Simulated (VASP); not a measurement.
# HfW (Fd-3m) in VASP: further runs

The runs below take HfW through single point, relaxation of cell and atoms, with PBE.

Everything below comes from runs of VASP 6.6.1. Logs are shortened: lines on timing, memory, paths and dates and some standing lists are left out, and cuts for length are marked.

### 1 The crystal as given

Symmetry: Fd-3m, No. 227, cubic system. Conventional cell: a = 6.659 Å, b = 6.659 Å, c = 6.659 Å, α = 90.00°, β = 90.00°, γ = 90.00°. Hf (site symmetry -43m) has 4 Hf at 2.88 Å and 4 W at 2.88 Å as nearest neighbours. W (site symmetry -43m) is surrounded by 4 Hf at 2.88 Å and 4 W at 2.88 Å.

The cell was built by a generator and needn't be a form met in nature.

### 2 Single point, PBE

Input file INCAR:

```
SYSTEM = HfW
PREC = Accurate ; ENCUT = 520
EDIFF = 1E-6 ; ISMEAR = 0
SIGMA = 0.1 ; LREAL = .FALSE.
LASPH = .TRUE. ; NELM = 100
ALGO = Fast ; ISIF = 2
LWAVE = .FALSE. ; LCHARG = .FALSE.
GGA = PE ; NBANDS = 32
```

Input file KPOINTS:

```
regular mesh
0
G
  4 4 4
  0 0 0
```

Input file POSCAR:

```
HfW
1.0
    0.0000000000      3.3295897251      3.3295897251
    3.3295897251      0.0000000000      3.3295897251
    3.3295897251      3.3295897251      0.0000000000
Hf W
2 2
Direct
    0.5000000000      0.5000000000      0.5000000000
    0.7500000000      0.7500000000      0.7500000000
    0.0000000000      0.0000000000      0.0000000000
    0.2500000000      0.2500000000      0.2500000000
```

Potentials or basis: VASP PAW PBE potentials, release 64 (Hf_pv, W_sv).

The run is started by

```sh
$ cat potpaw_PBE.64/Hf_pv/POTCAR potpaw_PBE.64/W_sv/POTCAR > POTCAR
$ mpirun -np 1 vasp_std > vasp.out
```

OUTCAR:

```text
SYSTEM = HfW
   PREC = Accurate
   ENCUT = 520
   EDIFF = 1E-6
   ISMEAR = 0
   LREAL = .FALSE.
   LASPH = .TRUE.
   NELM = 100
   ISIF = 2
   GGA = PE

 ion  position               nearest neighbor table
   1  0.500  0.500  0.500-   4 2.88   4 2.88   4 2.88   2 2.88   4 2.88   2 2.88   2 2.88   2 2.88
                             3 3.33   3 3.33   3 3.33   3 3.33   3 3.33   3 3.33
   2  0.750  0.750  0.750-   1 2.88   1 2.88   1 2.88   1 2.88   3 2.88   3 2.88   3 2.88   3 2.88
                             4 3.33   4 3.33   4 3.33   4 3.33   4 3.33   4 3.33
   3  0.000  0.000  0.000-   2 2.88   2 2.88   2 2.88   2 2.88   4 2.88   4 2.88   4 2.88   4 2.88
                             1 3.33   1 3.33   1 3.33   1 3.33   1 3.33   1 3.33
   4  0.250  0.250  0.250-   3 2.88   3 2.88   3 2.88   1 2.88   3 2.88   1 2.88   1 2.88   1 2.88
                             2 3.33   2 3.33   2 3.33   2 3.33   2 3.33   2 3.33

  LATTYP: Found a face centered cubic cell.
 ALAT       =     6.6591794502

  Lattice vectors:

 A1 = (   0.0000000000,   3.3295897251,   3.3295897251)
 A2 = (   3.3295897251,   0.0000000000,   3.3295897251)
 A3 = (   3.3295897251,   3.3295897251,   0.0000000000)

Analysis of symmetry for initial positions (statically):
=====================================================================
 Subroutine PRICEL returns:
 Original cell was already a primitive cell.

 Routine SETGRP: Setting up the symmetry group for a
 face centered cubic supercell.

 Subroutine GETGRP returns: Found 48 space group operations
 (whereof 24 operations were pure point group operations)
 out of a pool of 48 trial point group operations.

The static configuration has the point symmetry T_d .
 The point group associated with its full space group is O_h .

Analysis of symmetry for dynamics (positions and initial velocities):
=====================================================================
 Subroutine PRICEL returns:
 Original cell was already a primitive cell.

 Routine SETGRP: Setting up the symmetry group for a
 face centered cubic supercell.

 Subroutine GETGRP returns: Found 48 space group operations
 (whereof 24 operations were pure point group operations)
 out of a pool of 48 trial point group operations.

The dynamic configuration has the point symmetry T_d .
 The point group associated with its full space group is O_h .

 Subroutine INISYM returns: Found 48 space group operations
 (whereof 24 operations are pure point group operations),
 and found     1 'primitive' translations

----------------------------------------------------------------------------------------

                                     Primitive cell

  volume of cell :      73.8248

  direct lattice vectors                    reciprocal lattice vectors
     0.000000000  3.329589725  3.329589725    -0.150168652  0.150168652  0.150168652
     3.329589725  0.000000000  3.329589725     0.150168652 -0.150168652  0.150168652
     3.329589725  3.329589725  0.000000000     0.150168652  0.150168652 -0.150168652

  length of vectors
     4.708750946  4.708750946  4.708750946     0.260099735  0.260099735  0.260099735

  position of ions in fractional coordinates (direct lattice)
     0.500000000  0.500000000  0.500000000
     0.750000000  0.750000000  0.750000000
     0.000000000  0.000000000  0.000000000
     0.250000000  0.250000000  0.250000000

  ion indices of the primitive-cell ions
   primitive index   ion index
                 1           1
                 2           2
                 3           3
                 4           4

----------------------------------------------------------------------------------------

 KPOINTS: regular mesh

Automatic generation of k-mesh.
 Grid dimensions read from file:
 generate k-points for:    4    4    4

 Generating k-lattice:

  Cartesian coordinates                     Fractional coordinates (reciprocal lattice)
    -0.037542163  0.037542163  0.037542163     0.250000000  0.000000000  0.000000000
     0.037542163 -0.037542163  0.037542163     0.000000000  0.250000000  0.000000000
     0.037542163  0.037542163 -0.037542163     0.000000000  0.000000000  0.250000000

  Length of vectors
     0.065024934  0.065024934  0.065024934

  Shift w.r.t. Gamma in fractional coordinates (k-lattice)
     0.000000000  0.000000000  0.000000000

 Subroutine IBZKPT returns following result:
 ===========================================

 Found      8 irreducible k-points:

 Following reciprocal coordinates:
            Coordinates               Weight
  0.000000  0.000000  0.000000      1.000000
  0.250000  0.000000  0.000000      8.000000
  0.500000  0.000000  0.000000      4.000000
  0.250000  0.250000  0.000000      6.000000
  0.500000  0.250000  0.000000     24.000000
 -0.250000  0.250000  0.000000     12.000000
  0.500000  0.500000  0.000000      3.000000
 -0.250000  0.500000  0.250000      6.000000
   k-points           NKPTS =      8   k-points in BZ     NKDIM =      8   number of bands    NBANDS=     32
   number of dos      NEDOS =    301   number of ions     NIONS =      4
   total plane-waves  NPLWV =  46656
   dimension x,y,z NGX =    36 NGY =   36 NGZ =   36
   dimension x,y,z NGXF=    72 NGYF=   72 NGZF=   72
   ions per type =               2   2
   NGX,Y,Z   is equivalent  to a cutoff of  12.71, 12.71, 12.71 a.u.
   NGXF,Y,Z  is equivalent  to a cutoff of  25.42, 25.42, 25.42 a.u.
 SYSTEM =  HfW
   PREC   = accura    normal or accurate (medium, high low for compatibility)
   ISTART =      0    job   : 0-new  1-cont  2-samecut
   ICHARG =      2    charge: 1-file 2-atom 10-const
   ISPIN  =      1    spin polarized calculation?
   LNONCOLLINEAR =      F non collinear calculations
   LSORBIT =      F    spin-orbit coupling
   LASPH  =      T    aspherical Exc in radial PAW
   ENCUT  =  520.0 eV  38.22 Ry    6.18 a.u.   8.76  8.76  8.76*2*pi/ulx,y,z
   NELM   =    100;   NELMIN=  2; NELMDL= -5     # of ELM steps
   EDIFF  = 0.1E-05   stopping-criterion for ELM
   LREAL  =      F    real-space projection
   EDIFFG = 0.1E-04   stopping-criterion for IOM
   NSW    =      0    number of steps for IOM
   IBRION =     -1    ionic relax: 0-MD 1-quasi-New 2-CG
   NFREE  =      0    steps in history (QN), initial steepest desc. (CG)
   ISIF   =      2    stress and relaxation
   ISYM   =      2    0-nonsym 1-usesym 2-fastsym
   POTIM  = 0.5000    time-step for ionic-motion
   TEBEG  =    0.0;   TEEND  =   0.0 temperature during run
   PSTRESS=    0.0 pullay stress
   NELECT =      48.0000    total number of electrons
   NUPDOWN=      -1.0000    fix difference up-down
   EMIN   =  10.00;   EMAX   =-10.00  energy-range for DOS
   EFERMI =   0.00;   METHOD = LEGACY
   ISMEAR =     0;   SIGMA  =   0.10  broadening in eV -4-tet -1-fermi 0-gaus
   EFERMI_NEDOS =   21; number of points for ismear=-14 and -15
   IALGO  =     68    algorithm
   IMIX   =      4    mixing-type and parameters
     AMIX     =   0.40;   BMIX     =  1.00
     AMIX_MAG =   1.60;   BMIX_MAG =  1.00
  volume/ion in A,a.u.               =      18.46       124.55
  Fermi-wavevector in a.u.,A,eV,Ry     =   1.418256  2.680115 27.367426  2.011449
  Thomas-Fermi vector in A             =   2.539400
   LORBIT       =      0    0 simple, 1 ext, 2 COOP (PROOUT), +10 PAW based schemes
   GGA     = PE    functional components
   LHFCALC =     F    Hartree Fock is set to
   AEXX    =    0.0000 exact exchange contribution
   IVDW    =     0    specifies the selected vdW correction
   LEPSILON=     F    determine dielectric tensor
   LRPA    =     F    only Hartree local field effects (RPA)
 non-spin polarized calculation
 RMM-DIIS sequential band-by-band and
 Gauss-broadening in eV      SIGMA  =   0.10
  energy-cutoff  :      520.00
  volume of cell :       73.82
 maximum number of plane-waves:      2012
   NGX = 17   NGY = 17   NGZ = 17

 number of electron      48.0000004 magnetization

 Free energy of the ion-electron system (eV)
  ---------------------------------------------------
  ext. energy  EPLUGINS =         0.00000000
  ---------------------------------------------------
  free energy    TOTEN  =       -45.22265635 eV

  energy without entropy =      -45.19918696  energy(sigma->0) =      -45.21092165

 E-fermi :   7.2479     XC(G=0): -12.4908

 val. band max:        7.1901141250   @ k =   0.2500   0.2500   0.0000
 cond. band min:       7.2692372849   @ k =  -0.2500   0.2500   0.0000
 fundamental gap:      0.0791231600
 Fermi energy:         7.2478545043

 k-point     1 :       0.0000    0.0000    0.0000
  band No.  band energies     occupation
      1     -66.1450      2.00000
      2     -66.0848      2.00000
      3     -30.4386      2.00000
      4     -30.4386      2.00000
      5     -30.4386      2.00000
      6     -30.1665      2.00000
[... 24 lines left out ...]
     31      13.2220      0.00000
     32      13.2162      0.00000

 k-point     2 :       0.2500    0.0000    0.0000
  band No.  band energies     occupation
      1     -66.1387      2.00000
      2     -66.0912      2.00000
      3     -30.4556      2.00000
      4     -30.4556      2.00000
      5     -30.4368      2.00000
      6     -30.1683      2.00000
[... 24 lines left out ...]
     31      11.7461      0.00000
     32      12.3718      0.00000

 k-point     3 :       0.5000    0.0000    0.0000
  band No.  band energies     occupation
      1     -66.1301      2.00000
      2     -66.1000      2.00000
      3     -30.4708      2.00000
      4     -30.4708      2.00000
      5     -30.4302      2.00000
      6     -30.1751      2.00000
[... 24 lines left out ...]
     31      11.6678      0.00000
     32      12.1753      0.00000

 k-point     4 :       0.2500    0.2500    0.0000
  band No.  band energies     occupation
      1     -66.1362      2.00000
      2     -66.0937      2.00000
      3     -30.4750      2.00000
      4     -30.4750      2.00000
      5     -30.3998      2.00000
      6     -30.2032      2.00000
[... 24 lines left out ...]
     31      11.5279      0.00000
     32      12.2765      0.00000

 k-point     5 :       0.5000    0.2500    0.0000
  band No.  band energies     occupation
      1     -66.1257      2.00000
      2     -66.1044      2.00000
      3     -30.4955      2.00000
      4     -30.4892      2.00000
      5     -30.3718      2.00000
      6     -30.2389      2.00000
[... 24 lines left out ...]
     31      11.0248      0.00000
     32      11.9829      0.00000

 k-point     6 :      -0.2500    0.2500    0.0000
  band No.  band energies     occupation
      1     -66.1301      2.00000
      2     -66.0999      2.00000
      3     -30.4908      2.00000
      4     -30.4713      2.00000
      5     -30.3995      2.00000
      6     -30.2129      2.00000
[... 24 lines left out ...]
     31      10.8649      0.00000
     32      11.9675      0.00000

 k-point     7 :       0.5000    0.5000    0.0000
  band No.  band energies     occupation
      1     -66.1150      2.00000
      2     -66.1150      2.00000
      3     -30.5060      2.00000
      4     -30.5060      2.00000
      5     -30.3017      2.00000
      6     -30.3017      2.00000
[... 24 lines left out ...]
     31      10.8779      0.00000
     32      10.8779      0.00000

 k-point     8 :      -0.2500    0.5000    0.2500
  band No.  band energies     occupation
      1     -66.1150      2.00000
      2     -66.1150      2.00000
      3     -30.5008      2.00000
      4     -30.5008      2.00000
      5     -30.3080      2.00000
      6     -30.3080      2.00000
[... 24 lines left out ...]
     31      12.2185      0.00000
     32      12.2560      0.00000

------------------------ aborting loop because EDIFF is reached ----------------------------------------

  FORCE on cell =-STRESS in cart. coord.  units (eV):
  Direction    XX          YY          ZZ          XY          YZ          ZX
  --------------------------------------------------------------------------------------
  -------------------------------------------------------------------------------------
  Total       -0.1616747     -0.1616747     -0.1616747      0.0000000      0.0000000     -0.0000000
  in kB       -3.5087348     -3.5087348     -3.5087348      0.0000000      0.0000000     -0.0000000
  external PRESSURE =      -3.5087348 kB  Pullay stress =       0.0000000 kB

 VOLUME and BASIS-vectors are now :
 -----------------------------------------------------------------------------
  energy-cutoff  :      520.00
  volume of cell :       73.82
      direct lattice vectors                 reciprocal lattice vectors
     0.000000000  3.329589725  3.329589725    -0.150168652  0.150168652  0.150168652
     3.329589725  0.000000000  3.329589725     0.150168652 -0.150168652  0.150168652
     3.329589725  3.329589725  0.000000000     0.150168652  0.150168652 -0.150168652

 POSITION                                       TOTAL-FORCE (eV/Angst)
 -----------------------------------------------------------------------------------
      3.32959      3.32959      3.32959        -0.000000     -0.000000     -0.000000
      4.99438      4.99438      4.99438         0.000000      0.000000      0.000000
      0.00000      0.00000      0.00000         0.000000      0.000000      0.000000
      1.66479      1.66479      1.66479        -0.000000     -0.000000     -0.000000
 -----------------------------------------------------------------------------------
    total drift:                                0.000000      0.000000      0.000000

  FREE ENERGIE OF THE ION-ELECTRON SYSTEM (eV)
  ---------------------------------------------------
  free  energy   TOTEN  =       -45.2226563459 eV

  energy  without entropy=      -45.1991869636  energy(sigma->0) =      -45.21092165
```

It took 16 s on 1 thread of Intel Xeon 6975P-C (Granite Rapids), shared host; peak memory 0.2 GiB.

What came out:

| Property | Result |
| --- | --- |
| Free energy | -45.2227 eV |
| Pressure | -0.4 GPa |
| Band gap on the k mesh | none (metal or under the smearing width) |

Levels at points of the mesh, in eV from the Fermi level:
```csv
k point,band 19,band 20,band 21,band 22,band 23,band 24,band 25,band 26,band 27,band 28
"(0.00, 0.00, 0.00)",-1.43,-1.43,-1.29,-1.29,-1.29,0.91,0.91,0.91,2.92,2.92
"(0.50, 0.00, 0.00)",-1.93,-1.61,-1.61,-1.40,-1.40,-1.03,-0.60,-0.60,3.01,3.01
"(0.50, 0.50, 0.00)",-1.70,-1.70,-1.04,-1.04,1.00,1.00,1.21,1.21,1.80,1.80
```

Caveat: the k mesh is coarse (spacing up to 0.41 Å⁻¹), so the values aren't converged.

### 3 Relaxation of cell and atoms, PBE

This run uses another cell than the first one, of 19.12 Å³/atom, 1.036 times its volume.

Input file INCAR:

```
PREC     = Accurate       # precision mode
ENCUT    = 600            # plane-wave cutoff, eV
EDIFF    = 1E-7           # SCF threshold, eV
ISMEAR   = 0              # smearing method
SIGMA    = 0.1            # smearing width, eV
LREAL    = F              # projectors in reciprocal space
LASPH    = T              # aspherical terms in the spheres
NELM     = 100            # most SCF steps
ALGO     = Normal         # electronic algorithm
ISIF     = 3              # what is computed and relaxed
LWAVE    = F              # write WAVECAR
LCHARG   = F              # write CHGCAR
GGA      = PE             # functional
IBRION   = 2              # ionic algorithm
NSW      = 90             # ionic steps
EDIFFG   = -0.04          # ionic threshold
```

Input file KPOINTS:

```
Automatic mesh
0
Gamma
  4 4 4
```

Input file POSCAR:

```
HfW
1.0
    0.0000000000      3.3691940459      3.3691940459
    3.3691940459      0.0000000000      3.3691940459
    3.3691940459      3.3691940459      0.0000000000
Hf W
2 2
Direct
    0.5000000000      0.5000000000      0.5000000000
    0.7500000000      0.7500000000      0.7500000000
    0.0000000000      0.0000000000      0.0000000000
    0.2500000000      0.2500000000      0.2500000000
```

Potentials or basis: VASP PAW PBE potentials, release 64 (Hf_pv, W_sv).

The run is started by

```sh
$ cat potpaw_PBE.64/Hf_pv/POTCAR potpaw_PBE.64/W_sv/POTCAR > POTCAR
$ mpirun -np 1 vasp_std > vasp.out
```

It took 46 s on 1 thread of Intel Xeon 6975P-C (Granite Rapids), shared host; peak memory 0.24 GiB.

It converged, with:

```
Free energy                            : -45.2240 eV
Relaxed volume                         : 18.44 Å³/atom
Relaxed cell                           : a = 4.707 Å, b = 4.707 Å, c = 4.707 Å, α = 60.00°, β = 60.00°, γ = 60.00°
Space group after relaxing (to 0.05 Å) : Fd-3m (No. 227)
Energy gained by relaxing              : 14.2 meV/atom
Ionic steps                            : 3
Pressure after relaxing                : -0.2 GPa
Band gap on the k mesh                 : none (metal or under the smearing width)
```

The path:
```tsv
step	energy change (eV)	largest force (eV/Å)	pressure (GPa)	volume (Å³)
1	0.0000	0.0000	-6.34	76.49
2	0.1856	0.0000	15.60	68.41
3	-0.0570	0.0000	-0.17	73.76
```

Final structure:
```xyz
4
Lattice="0.0000 3.3287 3.3287 3.3287 0.0000 3.3287 3.3287 3.3287 0.0000" Properties=species:S:1:pos:R:3 pbc="T T T"
Hf    3.3287    3.3287    3.3287
Hf    4.9930    4.9930    4.9930
W     0.0000    0.0000    0.0000
W     1.6643    1.6643    1.6643
```

Levels at points of the mesh, in eV from the Fermi level:
```csv
k point,band 21,band 22,band 23,band 24,band 25,band 26
"(0.00, 0.00, 0.00)",-1.29,-1.29,-1.29,0.91,0.91,0.91
"(0.50, 0.00, 0.00)",-1.62,-1.40,-1.40,-1.03,-0.60,-0.60
"(0.50, 0.50, 0.00)",-1.04,-1.04,1.00,1.00,1.21,1.21
```

Caveat: the k mesh is coarse (spacing up to 0.40 Å⁻¹), so the values aren't converged. The run has no spin-orbit coupling, so splittings on Hf, W are missing.

### 4 Single point, PBE

This run uses another cell than the first one: it holds 6 atoms, not 4.

Input file INCAR:

```
SYSTEM = HfW
  PREC = Accurate
  ENCUT = 520
  EDIFF = 1E-6
  ISMEAR = 0
  SIGMA = 0.1
  LREAL = .FALSE.
  LASPH = .TRUE.
  NELM = 100
  ALGO = Fast
  ISIF = 2
  LWAVE = .FALSE.
  LCHARG = .FALSE.
  GGA = PE
  NBANDS = 45
```

Input file KPOINTS:

```
Automatic mesh
0
G
  6 6 4
  0 0 0
```

Input file POSCAR:

```
HfW
1.0
    5.8443321846      0.0000000000      0.0000000000
   -2.9221660923      5.0613401400      0.0000000000
    0.0000000000      0.0000000000      4.4596786724
Hf W
3 3
Direct
    0.5000000000      0.0000000000      0.0000000000
    0.5000000000      0.5000000000      0.0000000000
    0.0000000000      0.5000000000      0.0000000000
    0.0000000000      0.0000000000      0.0000000000
    0.3333333333      0.6666666667      0.5000000000
    0.6666666667      0.3333333333      0.5000000000
```

The run is started by

```sh
$ cat potpaw_PBE.64/Hf_pv/POTCAR potpaw_PBE.64/W_sv/POTCAR > POTCAR
$ mpirun -np 1 vasp_std > vasp.out
```

Run time: 2.2 min. Hardware: 1 thread of Intel Xeon 6975P-C (Granite Rapids), shared host; peak memory 0.32 GiB.

The run converged. Its results:

| Quantity | Value |
| --- | --- |
| Free energy | -60.8539 eV |
| Pressure | 0.0 GPa |
| Band gap on the k mesh | none (metal or under the smearing width) |

Stress tensor (GPa, compression positive):
```
 0.03  0.00  0.00
 0.00  0.03  0.00
 0.00  0.00 -0.18
```

Levels at points of the mesh, in eV from the Fermi level:
| k point | band 32 | band 33 | band 34 | band 35 | band 36 | band 37 | band 38 | band 39 | band 40 | band 41 |
| --- | --- | --- | --- | --- | --- | --- | --- | --- | --- | --- |
| (0.00, 0.00, 0.00) | -0.75 | -0.60 | -0.60 | -0.15 | -0.10 | -0.10 | 0.41 | 0.41 | 1.32 | 1.32 |
| (0.50, 0.00, 0.00) | -1.17 | -1.08 | -1.07 | -0.93 | -0.25 | -0.25 | 0.43 | 0.84 | 0.88 | 1.68 |
| (0.00, 0.00, 0.50) | -0.07 | -0.07 | -0.06 | 0.09 | 0.09 | 0.39 | 1.33 | 1.33 | 1.79 | 1.79 |
| (0.50, 0.00, 0.50) | -0.96 | -0.81 | -0.67 | -0.24 | 0.01 | 0.47 | 0.52 | 0.58 | 0.93 | 0.96 |

The run has no spin-orbit coupling, so splittings on Hf, W are missing.

### 5 Summary

| task | cell | k mesh | cutoff (eV) | mesh quality | gap on the mesh (eV) | pressure (GPa) |
| --- | --- | --- | --- | --- | --- | --- |
| single point | Fd-3m, 18.46 Å³/atom | 4 × 4 × 4 | 520 | coarse | none | -0.4 |
| relaxation of cell and atoms | relaxed | 4 × 4 × 4 | 600 | coarse | none | -0.2 |
| single point | P6/mmm, 21.99 Å³/atom | 6 × 6 × 4 | 520 | not flagged | none | 0.0 |

Alike in all rows: level PBE; potentials or basis VASP PAW PBE potentials, release 64 (Hf_pv, W_sv); no spin polarisation; smearing gaussian 0.1 eV.

Caveats: some runs use coarse meshes.

Absolute energies hang on the potentials; compare differences alone.
